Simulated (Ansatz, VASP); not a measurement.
# One calculation of Cd2C, two programs

```
Cd C
1.0
     4.23053    0.00000    0.00000
     0.00000    4.23053    0.00000
     0.00000    0.00000   23.80000
Cd C
2 1
Direct
  0.50000 0.00000 0.29412
  0.00000 0.50000 0.29412
  0.00000 0.00000 0.29412
```

Alike in both runs: functional PBE; k mesh 4 × 4 × 1; occupations gaussian, width 0.1 eV; no spin polarisation.

Ansatz relaxed the structure, and its values are those at the end. VASP's run is a single point on that final structure, the one shown.

```csv
,VASP,Ansatz
version,VASP 6.6.1,Ansatz 0.2.0
potentials or method,"VASP PAW PBE potentials, release 64 (Cd, C)","scalar-relativistic, plane waves, PAW"
plane-wave cutoff (eV),520,420
valence electrons in the cell,28,44
```

```csv
,VASP,Ansatz,Ansatz less VASP
gap on the k mesh at the Fermi level (eV),0.40,0.41,+0.006
least direct gap on the mesh (eV),1.23,1.23,+0.001
```

The two sets of potentials don't hold the same shells in valence. Ansatz warned: «slab_cell_height_set».
